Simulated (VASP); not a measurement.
Level of theory: PBE GGA, VASP's PBE PAW potentials (set 64) (plane waves; VASP).

VASP input:

### KPOINTS
```
Automatic mesh
0
Gamma
1 1 1
0 0 0
```

**POSCAR**
```
Zn35O36
1
    4.9323206900    -8.5430313936     0.0000000000
    4.9323206900     8.5430313936     0.0000000000
    0.0000000000     0.0000000000    10.5847753959
Zn O
35 36
Direct
  0.2222220000   0.1111110000   0.2500000000
  0.1111110000   0.2222220000   0.0000000000
  0.2222220000   0.1111110000   0.7500000000
  0.1111110000   0.2222220000   0.5000000000
  0.2222220000   0.4444440000   0.2500000000
  0.1111110000   0.5555560000   0.0000000000
  0.2222220000   0.4444440000   0.7500000000
  0.1111110000   0.5555560000   0.5000000000
  0.2222220000   0.7777780000   0.2500000000
  0.1111110000   0.8888890000   0.0000000000
  0.2222220000   0.7777780000   0.7500000000
  0.1111110000   0.8888890000   0.5000000000
  0.5555560000   0.1111110000   0.2500000000
  0.4444440000   0.2222220000   0.0000000000
  0.5555560000   0.1111110000   0.7500000000
  0.4444440000   0.2222220000   0.5000000000
  0.5555560000   0.4444440000   0.2500000000
  0.4444440000   0.5555560000   0.0000000000
  0.5555560000   0.4444440000   0.7500000000
  0.5555560000   0.7777780000   0.2500000000
  0.4444440000   0.8888890000   0.0000000000
  0.5555560000   0.7777780000   0.7500000000
  0.4444440000   0.8888890000   0.5000000000
  0.8888890000   0.1111110000   0.2500000000
  0.7777780000   0.2222220000   0.0000000000
  0.8888890000   0.1111110000   0.7500000000
  0.7777780000   0.2222220000   0.5000000000
  0.8888890000   0.4444440000   0.2500000000
  0.7777780000   0.5555560000   0.0000000000
  0.8888890000   0.4444440000   0.7500000000
  0.7777780000   0.5555560000   0.5000000000
  0.8888890000   0.7777780000   0.2500000000
  0.7777780000   0.8888890000   0.0000000000
  0.8888890000   0.7777780000   0.7500000000
  0.7777780000   0.8888890000   0.5000000000
  0.2222220000   0.1111110000   0.4410000000
  0.1111110000   0.2222220000   0.1910000000
  0.2222220000   0.1111110000   0.9410000000
  0.1111110000   0.2222220000   0.6910000000
  0.2230370000   0.4445880000   0.4365480000
  0.1111110000   0.5555560000   0.1910000000
  0.2222220000   0.4444440000   0.9410000000
  0.1111110000   0.5555560000   0.6910000000
  0.2222220000   0.7777780000   0.4410000000
  0.1111110000   0.8888890000   0.1910000000
  0.2222220000   0.7777780000   0.9410000000
  0.1111110000   0.8888890000   0.6910000000
  0.5555560000   0.1111110000   0.4410000000
  0.4444440000   0.2222220000   0.1910000000
  0.5555560000   0.1111110000   0.9410000000
  0.4444440000   0.2222220000   0.6910000000
  0.5520270000   0.4441260000   0.4382520000
  0.4444440000   0.5555560000   0.1910000000
  0.5555560000   0.4444440000   0.9410000000
  0.4435870000   0.5494460000   0.6902590000
  0.5516210000   0.7788250000   0.4364690000
  0.4444440000   0.8888890000   0.1910000000
  0.5555560000   0.7777780000   0.9410000000
  0.4444440000   0.8888890000   0.6910000000
  0.8888890000   0.1111110000   0.4410000000
  0.7777780000   0.2222220000   0.1910000000
  0.8888890000   0.1111110000   0.9410000000
  0.7777780000   0.2222220000   0.6910000000
  0.8888890000   0.4444440000   0.4410000000
  0.7777780000   0.5555560000   0.1910000000
  0.8888890000   0.4444440000   0.9410000000
  0.7777780000   0.5555560000   0.6910000000
  0.8888890000   0.7777780000   0.4410000000
  0.7777780000   0.8888890000   0.1910000000
  0.8888890000   0.7777780000   0.9410000000
  0.7777780000   0.8888890000   0.6910000000
```

### INCAR
```
! general
SYSTEM  = Zn35O36
PREC    = Normal
ENCUT   = 400
LREAL   = Auto
LASPH   = .TRUE.
ISYM    = 0

! electronic loop
EDIFF   = 1E-5
NELM    = 100
NELMIN  = 4
ALGO    = Fast
LMAXMIX = 4

! smearing
ISMEAR  = 0
SIGMA   = 0.05

! functional
GGA     = PE

! ions
IBRION  = 2
NSW     = 60
ISIF    = 2
EDIFFG  = -0.03

! output
LWAVE   = .FALSE.
LCHARG  = .FALSE.
```

POTCAR, in this order: Zn O (PBE.64 set). Program: vasp_gam.

What VASP printed:

OSZICAR:
```
...
RMM:   8    -0.313850134035E+03    0.10481E-04   -0.47217E-05   540   0.133E-02    0.324E-02
RMM:   9    -0.313850123054E+03    0.10981E-04   -0.22292E-05   485   0.814E-03    0.100E-02
RMM:  10    -0.313850124351E+03   -0.12967E-05   -0.10425E-05   465   0.558E-03
   6 F= -.31385012E+03 E0= -.31381828E+03  d E =-.284322E-01
       N       E                     dE             d eps       ncg     rms          rms(c)
DAV:   1    -0.313832826790E+03    0.17296E-01   -0.14246E+01   804   0.662E+00    0.602E-01
RMM:   2    -0.313857577508E+03   -0.24751E-01   -0.26647E-01   762   0.949E-01    0.388E-01
RMM:   3    -0.313859245397E+03   -0.16679E-02   -0.30980E-02   762   0.340E-01    0.262E-01
RMM:   4    -0.313859270869E+03   -0.25472E-04   -0.42415E-03   777   0.126E-01    0.268E-01
RMM:   5    -0.313859070351E+03    0.20052E-03   -0.12760E-03   769   0.650E-02    0.219E-01
RMM:   6    -0.313858651698E+03    0.41865E-03   -0.66264E-04   766   0.427E-02    0.570E-02
RMM:   7    -0.313858689259E+03   -0.37561E-04   -0.17936E-04   725   0.243E-02    0.466E-02
RMM:   8    -0.313858680939E+03    0.83202E-05   -0.35804E-05   511   0.116E-02
   7 F= -.31385868E+03 E0= -.31382716E+03  d E =-.369888E-01
       N       E                     dE             d eps       ncg     rms          rms(c)
DAV:   1    -0.313833249595E+03    0.25440E-01   -0.17216E+01   780   0.730E+00    0.745E-01
RMM:   2    -0.313870529820E+03   -0.37280E-01   -0.40005E-01   762   0.119E+00    0.474E-01
RMM:   3    -0.313874182088E+03   -0.36523E-02   -0.52582E-02   762   0.447E-01    0.381E-01
RMM:   4    -0.313874196441E+03   -0.14352E-04   -0.71957E-03   774   0.166E-01    0.376E-01
RMM:   5    -0.313873316716E+03    0.87972E-03   -0.20074E-03   771   0.852E-02    0.199E-01
RMM:   6    -0.313872896356E+03    0.42036E-03   -0.97849E-04   765   0.503E-02    0.799E-02
RMM:   7    -0.313872922201E+03   -0.25845E-04   -0.33578E-04   752   0.317E-02    0.488E-02
RMM:   8    -0.313872915512E+03    0.66890E-05   -0.46482E-05   543   0.150E-02
   8 F= -.31387292E+03 E0= -.31384172E+03  d E =-.142346E-01
       N       E                     dE             d eps       ncg     rms          rms(c)
DAV:   1    -0.313870330072E+03    0.25921E-02   -0.12485E+00   852   0.197E+00    0.210E-01
RMM:   2    -0.313873101439E+03   -0.27714E-02   -0.29772E-02   762   0.325E-01    0.138E-01
RMM:   3    -0.313873399245E+03   -0.29781E-03   -0.39735E-03   762   0.123E-01    0.118E-01
RMM:   4    -0.313873380171E+03    0.19073E-04   -0.56220E-04   776   0.464E-02    0.100E-01
RMM:   5    -0.313873318483E+03    0.61688E-04   -0.15930E-04   706   0.239E-02    0.523E-02
RMM:   6    -0.313873289693E+03    0.28790E-04   -0.74389E-05   605   0.141E-02    0.227E-02
RMM:   7    -0.313873292708E+03   -0.30148E-05   -0.21082E-05   479   0.825E-03
   9 F= -.31387329E+03 E0= -.31384215E+03  d E =-.146118E-01
       N       E                     dE             d eps       ncg     rms          rms(c)
DAV:   1    -0.313863758226E+03    0.95315E-02   -0.84319E+00   804   0.523E+00    0.477E-01
RMM:   2    -0.313878398325E+03   -0.14640E-01   -0.15852E-01   762   0.755E-01    0.291E-01
RMM:   3    -0.313879779868E+03   -0.13815E-02   -0.20784E-02   763   0.278E-01    0.216E-01
RMM:   4    -0.313879875628E+03   -0.95761E-04   -0.27310E-03   773   0.100E-01    0.228E-01
RMM:   5    -0.313879535965E+03    0.33966E-03   -0.73651E-04   769   0.527E-02    0.123E-01
RMM:   6    -0.313879383017E+03    0.15295E-03   -0.43388E-04   762   0.337E-02    0.435E-02
RMM:   7    -0.313879398670E+03   -0.15652E-04   -0.10882E-04   686   0.189E-02    0.321E-02
RMM:   8    -0.313879395818E+03    0.28516E-05   -0.18105E-05   476   0.897E-03
  10 F= -.31387940E+03 E0= -.31384857E+03  d E =-.610311E-02
       N       E                     dE             d eps       ncg     rms          rms(c)
DAV:   1    -0.313876268342E+03    0.31303E-02   -0.18569E+00   804   0.246E+00    0.225E-01
RMM:   2    -0.313879549506E+03   -0.32812E-02   -0.35506E-02   762   0.356E-01    0.138E-01
RMM:   3    -0.313879863058E+03   -0.31355E-03   -0.46182E-03   762   0.132E-01    0.103E-01
RMM:   4    -0.313879896309E+03   -0.33251E-04   -0.64215E-04   773   0.482E-02    0.111E-01
RMM:   5    -0.313879815184E+03    0.81124E-04   -0.16253E-04   713   0.249E-02    0.564E-02
RMM:   6    -0.313879784280E+03    0.30905E-04   -0.96953E-05   636   0.161E-02    0.218E-02
RMM:   7    -0.313879788445E+03   -0.41650E-05   -0.24022E-05   482   0.894E-03
  11 F= -.31387979E+03 E0= -.31384914E+03  d E =-.649574E-02
       N       E                     dE             d eps       ncg     rms          rms(c)
DAV:   1    -0.313875153033E+03    0.46312E-02   -0.41933E+00   788   0.373E+00    0.340E-01
RMM:   2    -0.313881703636E+03   -0.65506E-02   -0.71044E-02   762   0.526E-01    0.225E-01
RMM:   3    -0.313882417860E+03   -0.71422E-03   -0.95596E-03   763   0.190E-01    0.171E-01
RMM:   4    -0.313882493983E+03   -0.76123E-04   -0.14222E-03   777   0.752E-02    0.169E-01
RMM:   5    -0.313882296730E+03    0.19725E-03   -0.34336E-04   761   0.364E-02    0.761E-02
RMM:   6    -0.313882255773E+03    0.40957E-04   -0.15643E-04   710   0.222E-02    0.333E-02
RMM:   7    -0.313882263877E+03   -0.81040E-05   -0.46401E-05   561   0.127E-02
  12 F= -.31388226E+03 E0= -.31385187E+03  d E =-.247543E-02
       N       E                     dE             d eps       ncg     rms          rms(c)
DAV:   1    -0.313882244152E+03    0.11621E-04   -0.64163E-03   820   0.147E-01    0.264E-02
RMM:   2    -0.313882255378E+03   -0.11226E-04   -0.13601E-04   704   0.238E-02    0.216E-02
RMM:   3    -0.313882257920E+03   -0.25421E-05   -0.26833E-05   487   0.103E-02    0.208E-02
RMM:   4    -0.313882255731E+03    0.21889E-05   -0.48087E-06   440   0.495E-03
  13 F= -.31388226E+03 E0= -.31385188E+03  d E =-.246729E-02
       N       E                     dE             d eps       ncg     rms          rms(c)
DAV:   1    -0.313880842727E+03    0.14152E-02   -0.14595E+00   783   0.212E+00    0.204E-01
RMM:   2    -0.313883434341E+03   -0.25916E-02   -0.28107E-02   762   0.313E-01    0.139E-01
RMM:   3    -0.313883739160E+03   -0.30482E-03   -0.37359E-03   763   0.112E-01    0.129E-01
RMM:   4    -0.313883697441E+03    0.41719E-04   -0.54051E-04   771   0.444E-02    0.913E-02
RMM:   5    -0.313883639196E+03    0.58245E-04   -0.12939E-04   669   0.218E-02    0.424E-02
RMM:   6    -0.313883631669E+03    0.75270E-05   -0.57210E-05   558   0.129E-02
  14 F= -.31388363E+03 E0= -.31385327E+03  d E =-.137594E-02
       N       E                     dE             d eps       ncg     rms          rms(c)
DAV:   1    -0.313883034289E+03    0.60491E-03   -0.36231E-01   788   0.106E+00    0.113E-01
RMM:   2    -0.313883669996E+03   -0.63571E-03   -0.69521E-03   762   0.156E-01    0.842E-02
RMM:   3    -0.313883753869E+03   -0.83873E-04   -0.95217E-04   763   0.569E-02    0.834E-02
RMM:   4    -0.313883726074E+03    0.27795E-04   -0.14096E-04   686   0.230E-02    0.468E-02
RMM:   5    -0.313883717197E+03    0.88768E-05   -0.42209E-05   515   0.119E-02
  15 F= -.31388372E+03 E0= -.31385322E+03  d E =-.146147E-02
       N       E                     dE             d eps       ncg     rms          rms(c)
DAV:   1    -0.313882711729E+03    0.10143E-02   -0.12854E+00   770   0.197E+00    0.177E-01
RMM:   2    -0.313884690337E+03   -0.19786E-02   -0.20480E-02   762   0.259E-01    0.140E-01
RMM:   3    -0.313884905171E+03   -0.21483E-03   -0.29279E-03   763   0.961E-02    0.129E-01
RMM:   4    -0.313884800529E+03    0.10464E-03   -0.34104E-04   771   0.371E-02    0.534E-02
RMM:   5    -0.313884786571E+03    0.13958E-04   -0.11368E-04   645   0.193E-02    0.315E-02
RMM:   6    -0.313884777608E+03    0.89623E-05   -0.42157E-05   535   0.117E-02
  16 F= -.31388478E+03 E0= -.31385436E+03  d E =-.106041E-02
```

**OUTCAR**
```
------------------------ aborting loop because EDIFF is reached ----------------------------------------
  FORCE on cell =-STRESS in cart. coord.  units (eV):
  Direction    XX          YY          ZZ          XY          YZ          ZX
  --------------------------------------------------------------------------------------
  Total      -23.0459452    -22.5123282    -25.4743868     -0.0161284     -0.0175133     -0.0152537
  in kB      -41.3933101    -40.4348692    -45.7550855     -0.0289686     -0.0314560     -0.0273974
  external PRESSURE =     -42.5277549 kB  Pullay stress =       0.0000000 kB
  volume of cell :      892.02
      direct lattice vectors                 reciprocal lattice vectors
     4.932320690 -8.543031394  0.000000000     0.101372160 -0.058527234  0.000000000
     4.932320690  8.543031394  0.000000000     0.101372160  0.058527234  0.000000000
     0.000000000  0.000000000 10.584775396     0.000000000  0.000000000  0.094475316
  FREE ENERGIE OF THE ION-ELECTRON SYSTEM (eV)
  ---------------------------------------------------
  free  energy   TOTEN  =      -313.8847776084 eV

  energy  without entropy=     -313.8239391765  energy(sigma->0) =     -313.85435839

 reached required accuracy - stopping structural energy minimisation
```
(Selected blocks of OUTCAR.)

### CONTCAR
```
Zn35O36
   1.00000000000000
     4.9323206900000001   -8.5430313935999997    0.0000000000000000
     4.9323206900000001    8.5430313935999997    0.0000000000000000
     0.0000000000000000    0.0000000000000000   10.5847753958999995
  Zn              O
    35    36
Direct
     0.2224264944463027    0.1117099262890529    0.2508946888592215
     0.1108711680627106    0.2223226156839942    0.0007447307838232
     0.2224218236239270    0.1116061867167315    0.7508776078226239
     0.1137734789888262    0.2254819733061841    0.5002638014267019
     0.2255548893012613    0.4460788252800176    0.2522533478163564
     0.1109383514404419    0.5550602785577740    0.0007448587874328
     0.2241816676440640    0.4452459582837685    0.7469049998467763
     0.1139518844920288    0.5550619838616364    0.5002598406206457
     0.2224639418536724    0.7774418273681818    0.2508022167300044
     0.1110514419284861    0.8887661836503854    0.0014881239939956
     0.2224771996184893    0.7772666414010799    0.7508493610489809
     0.1110222541319577    0.8888677875592390    0.5013306589910980
     0.5544157558379462    0.1105901177020171    0.2521303517342464
     0.4447650186357975    0.2223211322710101    0.0008210150286123
     0.5557146454062089    0.1111670463666198    0.7505739667500236
     0.4446949183664713    0.2256755952508095    0.5002988340501041
     0.5537563567597541    0.4461386111350950    0.2522703257911281
     0.4443464309293491    0.5554962303304579    0.9919091474528640
     0.5544621019745984    0.4452619588442539    0.7471036939953054
     0.5536635735970556    0.7743639942441699    0.2521938353032477
     0.4447790767986045    0.8889384397553189    0.0005854392291602
     0.5544002378378767    0.7755398698340393    0.7467649464090037
     0.4447729614599968    0.8859626625413631    0.5002339740791645
     0.8892783532060898    0.1105421647626009    0.2520823682560973
     0.7777364051616537    0.2221763556376291    0.0021440657893997
     0.8886198479083472    0.1111029428776510    0.7505842633795761
     0.7776705941556906    0.2222547927184566    0.4982795372625877
     0.8893681196867517    0.4455230431344083    0.2522036293765675
     0.7775008346646528    0.5550829326703917    0.0007956374416519
     0.8887096594446552    0.4440462201619262    0.7506048149715078
     0.7742196466771660    0.5551238270304848    0.5002974344723030
     0.8881832205028819    0.7775075690176180    0.2508286702129712
     0.7774179167430383    0.8889543191081823    0.0006524522462389
     0.8880476843883802    0.7773129847030874    0.7508758026643404
     0.7742890738301257    0.8859610176170876    0.5001972840897193
     0.2216577272636699    0.1103155427441923    0.4412096257367883
     0.1107164924519234    0.2211652953694324    0.1895562546269254
     0.2219406447283203    0.1105475457268136    0.9404069038208119
     0.1102390079956835    0.2210154445545905    0.6903088028062105
     0.1997718401634538    0.4331905817439051    0.4330684286636894
     0.1107877019805143    0.5562568333541940    0.1895384190117350
     0.2186567499740404    0.4425156166501057    0.9404516434323202
     0.1103479047892704    0.5556683538101572    0.6903217197934848
     0.2217243943798801    0.7781019796207969    0.4411511215437218
     0.1110156447533441    0.8888976553691236    0.1911844362526419
     0.2219330540684438    0.7778956407448383    0.9403334882395937
     0.1109765885218632    0.8887164062903595    0.6910676865865105
     0.5540549490487947    0.1104258213847508    0.4416133847589899
     0.4435600351088401    0.2211953174223042    0.1895888426622135
     0.5561669789403849    0.1113898823447970    0.9401220421758669
     0.4439952597705011    0.2210721785866018    0.6903612469058340
     0.5665546860359373    0.4332660917747681    0.4330920576221864
     0.4443045581819409    0.5554989728324395    0.1847969356728496
     0.5571914930861588    0.4425965536362227    0.9406123803331411
     0.4443186207400182    0.5552842233005343    0.7140311126726262
     0.5666095896862678    0.8000785014121957    0.4329783215805847
     0.4435909423480995    0.8891790570114874    0.1894259919392497
     0.5572089941694531    0.7810839694113533    0.9403588786236344
     0.4440732249650511    0.8894604672798230    0.6903405051975209
     0.8893692237571361    0.1104158092761641    0.4415796115202326
     0.7776754624137615    0.2222608846251977    0.1919319473010858
     0.8885061387648416    0.1113653265538100    0.9400779290967149
     0.7776566141848941    0.2220833477806334    0.6890829371535896
     0.8894847484664880    0.4458438780578348    0.4416433935916456
     0.7787071368145738    0.5563159085535582    0.1896257674122237
     0.8885278514646732    0.4437168238152673    0.9401442094222973
     0.7786707945460186    0.5556894818058178    0.6903360585223957
     0.8895233547898164    0.7781686737852357    0.4412136746001412
     0.7786525981447237    0.8891580143019747    0.1895199729723161
     0.8893158539957151    0.7779536865293717    0.9403595820117421
     0.7786161100002392    0.8894632168666279    0.6902469590230843
```

At this cut-off the stress carries a Pulay error, which pulls relaxed volumes low. The supercell is sampled at Γ alone, which is coarse: total energies, pressure and levels can be off, energies of defects by several tenths of an eV.

The cell is a supercell with a defect, built from ZnO (wurtzite): vac_Zn. The run is not spin-polarised, so no state with unpaired spins was tried.
